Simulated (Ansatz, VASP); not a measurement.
# Cross-check of SrTiO3 (Tausonite) between VASP and Ansatz

Aim: how closely do two programs agree when they are given the same cell, functional and k mesh?

Method: plane waves, with VASP 6.6.1 beside it; relaxation of cell and atoms at r2SCAN and relaxation of cell and atoms at PBE with D3(BJ), in Ansatz 0.2.0.

## (1) The structure

The structure is cubic, space group Pm-3m (No. 221). Conventional cell: a = 3.905 Å, b = 3.905 Å, c = 3.905 Å, α = 90.00°, β = 90.00°, γ = 90.00°. Nearest to Sr lie 12 O at 2.76 Å. Ti has 6 O at 1.95 Å nearest. Nearest to O lie 2 Ti at 1.95 Å and 4 Sr at 2.76 Å. Farther neighbours and most contacts between anions are not listed.

## (2) VASP: relaxation of cell and atoms, r2SCAN

The relaxed volume is the usual yardstick between codes: its relative difference is about their pressure difference at one cell divided by the bulk modulus.

Lines of VASP's logs that name or quote its potential files are left out, and so is its time.

Contents of INCAR:

```
SYSTEM = SrTiO3
PREC = Accurate
ENCUT = 560
EDIFF = 1E-06
NELM = 100
ISMEAR = -1
SIGMA = 0.05
LREAL = .FALSE.
ALGO = Normal
METAGGA = R2SCAN
LASPH = .TRUE.
NBANDS = 26
LORBIT = 11
LWAVE = .FALSE.
LCHARG = .FALSE.
KPAR = 4
IBRION = 2
NSW = 60
ISIF = 3
EDIFFG = -0.01
```

Contents of POSCAR:

```
SrTiO3
1.0
    3.9052800000      0.0000000000      0.0000000000
    0.0000000000      3.9052800000      0.0000000000
    0.0000000000      0.0000000000      3.9052800000
Sr Ti O
1 1 3
Direct
    0.5000000000      0.5000000000      0.5000000000
    0.0000000000      0.0000000000      0.0000000000
    0.5000000000      0.0000000000      0.0000000000
    0.0000000000      0.5000000000      0.0000000000
    0.0000000000      0.0000000000      0.5000000000
```

Contents of KPOINTS:

```
Automatic mesh
0
Gamma
6 6 6
0 0 0
```

PAW data sets: Sr_sv, Ti_sv and O (PBE family, release 64).

The run is started by

```bash
$ mpirun -np 4 vasp_std
```

Numbers of over 12 decimals in the logs are rounded to 6 here.

The program printed:

```text
[banner, memory and clock lines left out]
running    4 mpi-ranks, on    1 nodes
 distrk:  each k-point on    1 cores,    4 groups
 distr:  one band on    1 cores,    1 groups

 POSCAR found type information on POSCAR SrTiO
 POSCAR found :  3 types and       5 ions
|                                                                             |
|               ----> ADVICE to this user running VASP <----                  |
|                                                                             |
|     You enforced a specific xc type in the INCAR file but a different       |
|     [... a line on the potential file left out ...]
|     I HOPE YOU KNOW WHAT YOU ARE DOING!                                     |
|                                                                             |

 LDA part: xc-table for (None), standard interpolation
 POSCAR, INCAR and KPOINTS ok, starting setup
 FFT: planning ... GRIDC
 FFT: planning ... GRID_SOFT
 FFT: planning ... GRID
 WAVECAR not read
 entering main loop
       N       E                     dE             d eps       ncg     rms          rms(c)
DAV:   1     0.429716865908E+03    0.42972E+03   -0.22335E+04  1040   0.180E+03
DAV:   2    -0.433935933684E+02   -0.47311E+03   -0.45947E+03  1250   0.482E+02
DAV:   3    -0.839202383921E+02   -0.40527E+02   -0.40323E+02  1272   0.145E+02
DAV:   4    -0.861636423639E+02   -0.22434E+01   -0.22378E+01  1750   0.287E+01
DAV:   5    -0.862237666651E+02   -0.60124E-01   -0.60076E-01  1474   0.377E+00    0.266E+01
DAV:   6    -0.626495211520E+02    0.23574E+02   -0.40228E+01  1522   0.718E+01    0.125E+01
DAV:   7    -0.632531773002E+02   -0.60366E+00   -0.40892E+00  1192   0.119E+01    0.773E+00
DAV:   8    -0.633326909880E+02   -0.79514E-01   -0.61118E-01  1312   0.566E+00    0.125E+00
DAV:   9    -0.633305249147E+02    0.21661E-02   -0.13620E-01  1612   0.239E+00    0.759E-01
DAV:  10    -0.633399317273E+02   -0.94068E-02   -0.63811E-02  1278   0.330E+00    0.750E-01
DAV:  11    -0.633321168698E+02    0.78149E-02   -0.42607E-02  1438   0.220E+00    0.176E-01
DAV:  12    -0.633317630136E+02    0.35386E-03   -0.24384E-03  1230   0.427E-01    0.112E-01
DAV:  13    -0.633318188288E+02   -0.55815E-04   -0.50663E-04  1306   0.286E-01    0.118E-01
DAV:  14    -0.633316535513E+02    0.16528E-03   -0.77882E-04  1394   0.255E-01    0.199E-02
DAV:  15    -0.633316527133E+02    0.83796E-06   -0.84306E-05  1226   0.702E-02    0.165E-02
DAV:  16    -0.633316501643E+02    0.25491E-05   -0.27787E-05  1490   0.423E-02    0.610E-03
DAV:  17    -0.633316497650E+02    0.39928E-06   -0.12278E-06   720   0.997E-03
   1 F= -.63331650E+02 E0= -.63331650E+02  d E =-.633316E+02
 curvature:   0.00 expect dE= 0.000E+00 dE for cont linesearch  0.000E+00
 trial: gam= 0.00000 g(F)=  0.000E+00 g(S)=  0.539E-02 ort = 0.000E+00 (trialstep = 0.100E+01)
 search vector abs. value=  0.539E-02
 bond charge predicted
       N       E                     dE             d eps       ncg     rms          rms(c)
DAV:   1    -0.633702104945E+02   -0.38560E-01   -0.11468E+00  1190   0.110E+01    0.178E+00
DAV:   2    -0.633369276795E+02    0.33283E-01   -0.11941E-01  1246   0.326E+00    0.662E-01
DAV:   3    -0.633308108328E+02    0.61168E-02   -0.32059E-02  1258   0.126E+00    0.157E-01
DAV:   4    -0.633310037650E+02   -0.19293E-03   -0.48475E-03  1488   0.403E-01    0.125E-01
DAV:   5    -0.633310776576E+02   -0.73893E-04   -0.31684E-04  1530   0.118E-01    0.942E-02
DAV:   6    -0.633313012732E+02   -0.22362E-03   -0.45907E-04  1682   0.102E-01    0.568E-02
DAV:   7    -0.633313681425E+02   -0.66869E-04   -0.18872E-04  1726   0.731E-02    0.967E-03
DAV:   8    -0.633313658681E+02    0.22744E-05   -0.74220E-06  1118   0.207E-02    0.354E-03
DAV:   9    -0.633313653498E+02    0.51834E-06   -0.76539E-07   710   0.514E-03
   2 F= -.63331365E+02 E0= -.63331365E+02  d E =0.284415E-03
 trial-energy change:    0.000284  1 .order    0.000154   -0.005390    0.005698
 step:   0.4685(harm=  0.4861)  dis= 0.00000  next Energy=   -63.332899 (dE=-0.125E-02)
 bond charge predicted
       N       E                     dE             d eps       ncg     rms          rms(c)
DAV:   1    -0.633439041007E+02   -0.12538E-01   -0.32419E-01  1198   0.581E+00    0.958E-01
DAV:   2    -0.633343715474E+02    0.95326E-02   -0.33238E-02  1222   0.178E+00    0.351E-01
DAV:   3    -0.633326703695E+02    0.17012E-02   -0.89440E-03  1300   0.693E-01    0.852E-02
DAV:   4    -0.633327263434E+02   -0.55974E-04   -0.11103E-03  1550   0.221E-01    0.548E-02
DAV:   5    -0.633328117175E+02   -0.85374E-04   -0.19100E-04  1736   0.791E-02    0.399E-02
DAV:   6    -0.633328456347E+02   -0.33917E-04   -0.46772E-05  1542   0.363E-02    0.255E-02
DAV:   7    -0.633328715028E+02   -0.25868E-04   -0.38493E-05  1546   0.462E-02    0.665E-03
DAV:   8    -0.633328721315E+02   -0.62865E-06   -0.72346E-06  1252   0.205E-02
   3 F= -.63332872E+02 E0= -.63332872E+02  d E =-.122237E-02
 curvature:  -0.24 expect dE=-0.174E-05 dE for cont linesearch -0.174E-05
 trial: gam=-0.03509 g(F)=  0.319E-65 g(S)=  0.715E-05 ort = 0.196E-03 (trialstep = 0.894E+00)
 search vector abs. value=  0.958E-08
 reached required accuracy - stopping structural energy minimisation
```

From OUTCAR (step 2):

```text
ion  position               nearest neighbor table
   1  0.500  0.500  0.500-   3 2.76   4 2.76   5 2.76   3 2.76   4 2.76   3 2.76   5 2.76   3 2.76
                             4 2.76   5 2.76   4 2.76   5 2.76   2 3.38   2 3.38   2 3.38   2 3.38
   2  0.000  0.000  0.000-   3 1.95   4 1.95   5 1.95   5 1.95   4 1.95   3 1.95   1 3.38   1 3.38
                             1 3.38   1 3.38   1 3.38   1 3.38   1 3.38   1 3.38
   3  0.500  0.000  0.000-   2 1.95   2 1.95   1 2.76   1 2.76   1 2.76   1 2.76
   4  0.000  0.500  0.000-   2 1.95   2 1.95   1 2.76   1 2.76   1 2.76   1 2.76
   5  0.000  0.000  0.500-   2 1.95   2 1.95   1 2.76   1 2.76   1 2.76   1 2.76

  LATTYP: Found a simple cubic cell.
 ALAT       =     3.9052800000

 Subroutine GETGRP returns: Found 48 space group operations
 (whereof 48 operations were pure point group operations)

The static configuration has the point symmetry O_h .

 Found     20 irreducible k-points:

   k-points           NKPTS =     20   k-points in BZ     NKDIM =     20   number of bands    NBANDS=     26

   dimension x,y,z NGX =    30 NGY =   30 NGZ =   30
   dimension x,y,z NGXF=    60 NGYF=   60 NGZF=   60

   ENCUT  =  560.0 eV  41.16 Ry    6.42 a.u.   7.54  7.54  7.54*2*pi/ulx,y,z

   NELECT =      40.0000    total number of electrons

 k-points in reciprocal lattice and weights: Automatic mesh
   0.00000000  0.00000000  0.00000000       0.005
   0.16666667  0.00000000  0.00000000       0.028
   0.33333333  0.00000000  0.00000000       0.028
   0.50000000  0.00000000  0.00000000       0.014
   0.16666667  0.16666667  0.00000000       0.056
   0.33333333  0.16666667  0.00000000       0.111
   0.50000000  0.16666667  0.00000000       0.056
   0.33333333  0.33333333  0.00000000       0.056
   0.50000000  0.33333333  0.00000000       0.056
[...]
0.50000000  0.50000000  0.33333333       0.028
   0.50000000  0.50000000  0.50000000       0.005

 average (electrostatic) potential at core
       1 -39.1716       2 -81.2017       3 -73.1945       4 -73.1945       5 -73.1945

 E-fermi :   4.8942

 k-point     1 :       0.0000    0.0000    0.0000
  band No.  band energies     occupation
    ...
     16       2.5956      2.00000
     17       2.5956      2.00000
     18       3.4126      2.00000
     19       3.4126      2.00000
     20       3.4126      2.00000
     21       6.0611      0.00000
     22       6.0611      0.00000
     23       6.0611      0.00000
     24       8.3509      0.00000
     25       8.3510      0.00000
    ...

 k-point     2 :       0.1667    0.0000    0.0000
  band No.  band energies     occupation
    ...
     16       2.2792      2.00000
     17       2.3754      2.00000
     18       2.6658      2.00000
     19       3.2660      2.00000
     20       3.2660      2.00000
     21       6.0998      0.00000
     22       6.6081      0.00000
     23       6.6081      0.00000
     24       8.3559      0.00000
     25       9.1248      0.00000
    ...

 k-point     3 :       0.3333    0.0000    0.0000
  band No.  band energies     occupation
    ...
     16       1.7184      2.00000
     17       1.7184      2.00000
     18       1.9870      2.00000
     19       3.0936      2.00000
     20       3.0936      2.00000
     21       6.1798      0.00000
     22       7.5247      0.00000
     23       7.5247      0.00000
     24       8.3626      0.00000
     25      10.2249      0.00000
    ...

  Total        0.0157159      0.0157159      0.0157159     -0.0000000     -0.0000000     -0.0000000
  in kB        0.4202951      0.4202951      0.4202951     -0.0000000     -0.0000000     -0.0000000
  external PRESSURE =       0.4202951 kB  Pullay stress =       0.0000000 kB

  energy-cutoff  :      560.00
  volume of cell :       59.91
      direct lattice vectors                 reciprocal lattice vectors
     3.912898406  0.000000000  0.000000000     0.255565030  0.000000000 -0.000000000
    -0.000000000  3.912898406 -0.000000000    -0.000000000  0.255565030  0.000000000
     0.000000000 -0.000000000  3.912898406    -0.000000000  0.000000000  0.255565030

 POSITION                                       TOTAL-FORCE (eV/Angst)
 -----------------------------------------------------------------------------------
      1.95645      1.95645      1.95645         0.000000      0.000000      0.000000
      0.00000      0.00000      0.00000        -0.000000     -0.000000      0.000000
      1.95645      0.00000      0.00000        -0.000000      0.000000      0.000000
     -0.00000      1.95645     -0.00000        -0.000000      0.000000      0.000000
      0.00000     -0.00000      1.95645        -0.000000      0.000000      0.000000
 -----------------------------------------------------------------------------------
    total drift:                                0.000000     -0.000000      0.000000

  FREE ENERGIE OF THE ION-ELECTRON SYSTEM (eV)
  ---------------------------------------------------
  free  energy   TOTEN  =       -63.3328721315 eV

  energy  without entropy=      -63.3328721314  energy(sigma->0) =      -63.33287213

 reached required accuracy - stopping structural energy minimisation

 total charge
# of ion       s       p       d       tot
------------------------------------------
    1        1.998   5.884   0.183   8.065
    2        2.224   6.315   1.683  10.223
    3        1.566   3.522   0.000   5.087
    4        1.566   3.522   0.000   5.087
    5        1.566   3.522   0.000   5.087
--------------------------------------------------
tot          8.919  22.764   1.866  33.549

[... 3 further parts left out ...]
```

The run keeps the 48 symmetry operations of its start, so it cannot find a distortion of lower symmetry.

## (3) Ansatz: relaxation of cell and atoms, r2SCAN

Ansatz runs on its default PAW (the set named soft_2) files.

The same cell, functional, mesh and smearing now go to Ansatz, which takes its cutoff from its data sets.

Contents of input.yaml:

```yaml
crystal:
  lattice:
    - [3.90528, 0.0, 0.0]
    - [0.0, 3.90528, 0.0]
    - [0.0, 0.0, 3.90528]
  atoms:
    - { symbol: Sr, position: [0.5, 0.5, 0.5] }
    - { symbol: Ti, position: [0.0, 0.0, 0.0] }
    - { symbol: O, position: [0.5, 0.0, 0.0] }
    - { symbol: O, position: [0.0, 0.5, 0.0] }
    - { symbol: O, position: [0.0, 0.0, 0.5] }
hamiltonian:
  xc: r2scan
  pseudopotentials: { kind: paw }
kpoints:
  mp_grid: { grid: [6, 6, 6] }
scf:
  occupations: { method: fermi_dirac, width: 0.05 }
relax:
  f_tol: 0.01
  max_steps: 60
  cell: { stress_tol: 0.05 }
output:
  forces: true
  stress: true
```

The run is started by

```bash
$ ansatz run input.yaml --threads 4 --pin off --max-ram 9216MiB --backend cpu --events-out ev --progress --plain --runs-dir out
```

The program printed:

```text
Engine: ansatz 0.2.0, aarch64-unknown-linux-gnu
Pseudopotentials: kind: paw
Pseudopotential: Sr, paw, valence charge 10, recommended cutoff 500 eV (meta_gga), Sr.paw.azcp
Pseudopotential: Ti, paw, valence charge 12, recommended cutoff 500 eV (meta_gga), Ti.paw.azcp
Pseudopotential: O, paw, valence charge 6, recommended cutoff 500 eV (meta_gga), O.paw.azcp
Functional definition: r2SCAN
  parameter k0 = 0.174
  parameter k1 = 0.065
  parameter a1 = 4.9479
  exchange = r2scan_x(k0 = k0, k1 = k1, a1 = a1)
  correlation = r2scan_c
Crystal: 5 atoms, lattice volume = 59.560 Å³
Basis set: ecut = 500 eV, 1503 PW (Γ), exchange–correlation on 120×120×120 points (64 copies of the dense FFT grid, shifted against one another)
Bands: 25, of which v1, the nominal top of the filled ones, is band 20 counted from 1 (19 counted from 0)
Symmetry: 48 space group operations
Space group: Pm-3m (ITA 221), of the structure as read, at distance tolerance 3.9e-5 Å
k-points: 20 of 216
Non-local potential: Sr, projectors of the file, l = 0: 3, l = 1: 2, l = 2: 2
Non-local potential: Ti, projectors of the file, l = 0: 3, l = 1: 2, l = 2: 3, l = 3: 1
Non-local potential: O, projectors of the file, l = 0: 2, l = 1: 2, l = 2: 1
PAW form: soft (Blöchl's): semilocal exchange-correlation on the pseudo side does not see the compensation charge
PAW frozen core: Sr, regenerated for the run's functional (the file was generated under x = pbe(κ = 0.804, μ = 0.219515), c = pbe(β = 0.066725))
PAW frozen core: Ti, regenerated for the run's functional (the file was generated under x = pbe(κ = 0.804, μ = 0.219515), c = pbe(β = 0.066725))
PAW frozen core: O, regenerated for the run's functional (the file was generated under x = pbe(κ = 0.804, μ = 0.219515), c = pbe(β = 0.066725))
PAW one-centre angular grid: Sr, 302 points (default); XC on 160 Gauss nodes
PAW one-centre angular grid: Ti, 590 points (default); XC on 160 Gauss nodes
PAW one-centre angular grid: O, 302 points (default); XC on 160 Gauss nodes
Initial density: superposition of atomic densities (neutral atoms: chi_scale 0, normalization atom), corrected by the library's trained network
Initial wavefunctions: pseudopotential atomic-orbital guess
Functional: x = r2scan, c = r2scan; τ floored in thin density (d = 2e-4 eV/Å³)
SCF iter   1: F=—  HF=-7774.617159 eV  |F-HF|=—  |Δ(HF+E_count)|=         —  Δρ=2.01e-2  dr2=2.91e-1  dr2_τ=2.52e-1  ethr=1.77e-3  ⟨swp⟩=7.5  Hψ=2647  notcnv=0
preconditioner: auto → Resta (q_TF=auto, 2.553 Å⁻¹)  ε∞=4.9  [insulator: Δε(μ)=2.745 eV  Ē_g=13.374 eV  σ=0.050 eV  W_gap=1.00  n_scr=18 (ndim 8)  ℏωp=26.4 eV  f_vac=0.000  D(μ)=0.00/eV (n_scr^D=0)  ε∞_Penn≈4.9]
SCF iter   2: F=—  HF=-7774.724929 eV  |F-HF|=—  |Δ(HF+E_count)|=   1.08e-1  Δρ=8.91e-3  dr2=2.08e-2  dr2_τ=1.34e-2  ethr=7.27e-4  ⟨swp⟩=3.2  Hψ=1150  notcnv=0  defer=18
SCF iter   3: F=—  HF=-7774.723057 eV  |F-HF|=—  |Δ(HF+E_count)|=   1.87e-3  Δρ=3.47e-3  dr2=3.79e-3  dr2_τ=3.78e-4  ethr=5.19e-5  ⟨swp⟩=2.0  Hψ=808  notcnv=0  defer=18
SCF iter   4: F=—  HF=-7774.722953 eV  |F-HF|=—  |Δ(HF+E_count)|=   1.04e-4  Δρ=1.18e-3  dr2=4.63e-4  dr2_τ=9.04e-5  ethr=9.48e-6  ⟨swp⟩=2.2  Hψ=769  notcnv=0  defer=18
SCF iter   5: F=—  HF=-7774.722903 eV  |F-HF|=—  |Δ(HF+E_count)|=   5.03e-5  Δρ=2.31e-4  dr2=2.20e-5  dr2_τ=2.01e-6  ethr=1.16e-6  ⟨swp⟩=2.5  Hψ=751  notcnv=0  defer=18
SCF iter   6: F=—  HF=-7774.722902 eV  |F-HF|=—  |Δ(HF+E_count)|=   9.27e-7  Δρ=6.15e-5  dr2=2.53e-6  dr2_τ=2.14e-7  ethr=5.51e-8  ⟨swp⟩=2.5  Hψ=835  notcnv=0  defer=18
SCF iter   7: F=-7774.722902 eV  HF=-7774.722902 eV  |F-HF|=3.02e-8  |Δ(HF+E_count)|=   2.94e-7  Δρ=1.10e-5  dr2=7.00e-8  dr2_τ=1.03e-8  ethr=2.50e-10  ⟨swp⟩=3.8  Hψ=2287  notcnv=0
SCF 1 converged in 7 iterations: F = -7774.722902 eV  dr2 = 7.00e-8
  greatest PAW one-centre occupation: 1.000 electrons in one spin orbital (limit 2), on the Ti atom at site 1 (counted from 0), in its partial waves of l = 1
relax step   1: F+E_penalty+E_count = -7774.72290165 eV  Δ(F+E_penalty+E_count) = +0.000e0 eV  max|allowed force component| = 5.842e-30 eV/Å  Δτ_max = 0.0000 Å  P = +0.245 GPa  Ω = 59.560 Å³  (7 SCF iters, dr2 threshold 1.00e-7 eV, accepted)
[...]
relax step   2: F+E_penalty+E_count = -7774.72292704 eV  Δ(F+E_penalty+E_count) = -2.539e-5 eV  max|allowed force component| = 1.754e-29 eV/Å  Δτ_max = 0.0000 Å  P = +0.015 GPa  Ω = 59.632 Å³  energy of the carried Pulay correction = -3.310e-5 eV  (4 SCF iters, dr2 threshold 1.50e-7 eV, accepted)
[...]
relax step   3: F+E_penalty+E_count = -7774.72298015 eV  Δ(F+E_penalty+E_count) = -5.311e-5 eV  max|allowed force component| = 6.863e-30 eV/Å  Δτ_max = 0.0000 Å  P = +0.014 GPa  Ω = 59.632 Å³  stress off target by 1.44e-2 GPa  SCF on the basis re-selected at this cell (its energy is not comparable with the rows above)  (6 SCF iters)
basis re-selected at this cell: Δ(F+E_penalty+E_count) = -5.311e-5 eV, ΔP = -0.001 GPa vs the last step (what re-selecting the basis moved, of the pressure what is left beyond the Pulay correction that the steps carried, after the strain that the cell walked since its last selection, with what the two solves' SCF thresholds leave and, on support functions, any second-order correction that the steps lacked; it is no m [...]
SCF converged after 6 iterations
Free energy (F): -7774.722980 eV
Harris-Foulkes:  -7774.722980 eV  (|F-HF|=5.46e-12)
Internal energy: -7774.722980 eV  (E = F + TS)
E sigma→0 (E₀):  -7774.722980 eV
Fermi energy:    10.781568 eV
--- Per-component energies (eV) ---
  E_band       = -242.053322
  E_kinetic    = 1051.751904
  E_local      = -2383.633330  (includes V_loc(G=0)·N_el)
  E_nonlocal   = 344.406905
  E_hartree    = 834.126071
  E_xc         = -481.618011
  E_vxc        = -634.328229  (∫ρ·V_xc dr)
  E_paw        = -4249.335689  (= ΣΔE_a)
  E_vpaw       = -327.608474  (= ΣTr[D̂ρ^β])
  E_aug_tail   = 0.003482  (compensation charges beyond the density's cutoff)
  E_vtau       = 39.102196  (kinetic-family band-sum trace: ∫τ·v_τ [+ j·A + Jᵃ·Aᵃ] dr)
  E_ewald      = -2889.928996
  E_core_change = -0.495316  (= ΣΔE_core)
  E_smearing   = -0.000000  (= −TS)
  E_closure    = 0.000000  (closes the sum)
  Σ components = -7774.722980   (vs F -7774.722980, Δ=0.00e0)
--- Forces (eV/Å), atoms counted from 1 ---
  atom   1  Sr    -0.00000000     0.00000000     0.00000000
  atom   2  Ti     0.00000000    -0.00000000     0.00000000
  atom   3  O     -0.00000000    -0.00000000    -0.00000000
  atom   4  O     -0.00000000    -0.00000000     0.00000000
  atom   5  O      0.00000000     0.00000000    -0.00000000
  max |Σ_I F_I| component: 1.18e-29 eV/Å
--- Stress (GPa, compression-positive) ---
        0.014416      -0.000000       0.000000
       -0.000000       0.014416      -0.000000
        0.000000      -0.000000       0.014416
  P = ⅓ Tr σ = 0.0144 GPa (0.144 kbar)
--- Relaxed structure (2 steps of the walk, 2 accepted, 1 SCFs on fresh bases) ---
  F+E_penalty+E_count = -7774.72298015 eV   max|allowed force component| = 6.863e-30 eV/Å   (the final SCF, on the basis selected at the relaxed cell)
  cell:  # Å, volume = 59.6324 Å³
    - [3.906856, 0, 0]
    - [0, 3.906856, 0.0]
    - [0.0, 0.0, 3.906856]
  atoms:
    - { symbol: Sr, position: [0.500000, 0.500000, 0.500000] }
    - { symbol: Ti, position: [0, 0, 0] }
    - { symbol: O, position: [0.500000, 0, 0] }
    - { symbol: O, position: [0, 0.500000, 0] }
    - { symbol: O, position: [0, 0, 0.500000] }
```

Wall time 4.1 s (4 threads of Arm Neoverse V1, shared host); peak memory 0.49 GiB.

## (4) Side by side

Known differences besides the potentials themselves: VASP keeps PBE cores, Ansatz makes them for the functional; both relaxations stop at a tolerance, which leaves soft axes loose, and VASP keeps its plane-wave basis; the cutoff is 500 eV in Ansatz and 560 eV in VASP; Ansatz adds a Pulay correction to the stress that steers its cell, VASP none. Total energies have different zeros and are not compared.

Both answers:

```
                                         quantity  Ansatz   VASP  difference
                                      volume (Å³)   59.63  59.91     -0.46 %
edge a after relaxation, in the typed setting (Å)   3.907  3.913     -0.15 %
```

The walks stopped with 0.01 GPa left in Ansatz and 0.04 GPa in VASP; each walk ends within a tolerance, so the volume difference is uncertain by about these residues over the bulk modulus, most in soft cells.

(Continued in part 2 of 2.)

[Lines on the potential files, build, host, timing and source positions are cut from VASP's logs without a mark.]

[Logs are printed without paths, hosts, clocks, repeated set-up lines and the standing remarks that a program may print on its own settings, such as how far it seeks lower states.]

[Hosts, paths, dates, database ids (printed as entryN), source tags and the programs' standing remarks are cut or masked in the printed files.]
